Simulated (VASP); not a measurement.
Given:

```
CELL_PARAMETERS angstrom
      0.00000     2.23286     2.23286
      2.23286     0.00000     2.23286
      2.23286     2.23286     0.00000
ATOMIC_POSITIONS crystal
  Hf 0.00000 0.00000 0.00000
```

Level of theory: r2SCAN meta-GGA, VASP's PBE PAW potentials (set 64) (plane waves; VASP). Run with 400 eV cut-off, 16×16×16 Γ-centred mesh, tetrahedra with Blöchl corrections, potentials Hf_pv.

Unless said otherwise, spin-orbit coupling is left out, though it shifts the bands of the heavy elements here.

Estimate the energy per atom (σ→0), band gap (over mesh and band path) with the smallest direct gap where there is one.

```json
{
  "band gap (over mesh and band path)": "none (metal, semimetal or under 0.01 eV)",
  "energy per atom (σ→0)": "-45.066 eV/atom"
}
```

The structure was generated: Hf was put into the fcc type (Fm-3m), which need not be its known phase. It was relaxed first.
